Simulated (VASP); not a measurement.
OSZICAR of a VASP run on CdS (space group F-43m):

File OSZICAR:
```
       N       E                     dE             d eps       ncg     rms          rms(c)
DAV:   1     0.820515152435E+02    0.82052E+02   -0.66900E+03    78   0.806E+02
DAV:   2    -0.429200712965E+01   -0.86344E+02   -0.83700E+02    88   0.250E+02
DAV:   3    -0.716403345483E+01   -0.28720E+01   -0.28673E+01    88   0.486E+01
DAV:   4    -0.718078822002E+01   -0.16755E-01   -0.16754E-01    88   0.358E+00
DAV:   5    -0.718101964890E+01   -0.23143E-03   -0.23143E-03    93   0.395E-01    0.901E+00
DAV:   6    -0.642183199354E+01    0.75919E+00   -0.13163E+00   112   0.152E+01    0.729E+00
DAV:   7    -0.636481240080E+01    0.57020E-01   -0.31669E-01    83   0.415E+00    0.371E+00
DAV:   8    -0.635781748448E+01    0.69949E-02   -0.33505E-02    78   0.250E+00    0.315E-01
DAV:   9    -0.635700735507E+01    0.81013E-03   -0.52449E-03    83   0.110E+00    0.978E-02
DAV:  10    -0.635701629446E+01   -0.89394E-05   -0.52320E-04    83   0.249E-01    0.109E-01
DAV:  11    -0.635703590013E+01   -0.19606E-04   -0.49101E-05    78   0.705E-02    0.464E-02
DAV:  12    -0.635702837546E+01    0.75247E-05   -0.37600E-05    83   0.806E-02    0.934E-03
DAV:  13    -0.635702849264E+01   -0.11718E-06   -0.26240E-06    75   0.140E-02
   1 F= -.63570285E+01 E0= -.63568451E+01  d E =-.366761E-03
```

**Question.** Which electronic solver shows in the log?

**Answer.** It is blocked Davidson (ALGO = Normal, or the opening steps of other solvers). The INCAR had ALGO = Normal.

**Question.** Can the final energy be trusted as converged?

**Answer.** The calculation finished and met its thresholds. It stopped with EDIFF = 1E-6, NELM = 100 (LDA (Ceperley-Alder, Perdew-Zunger), plane waves, VASP's LDA PAW potentials (set 64)).

The structure is a typed CdS crystal. The cell was not relaxed at this level. The k-mesh is coarse (spacing up to 0.93 per Å, 2π included), so the numbers may not be converged in it. The run is one of a series of settings (KPOINTS 2×2×2 Γ-centred mesh against the base run), some of them coarse on purpose.
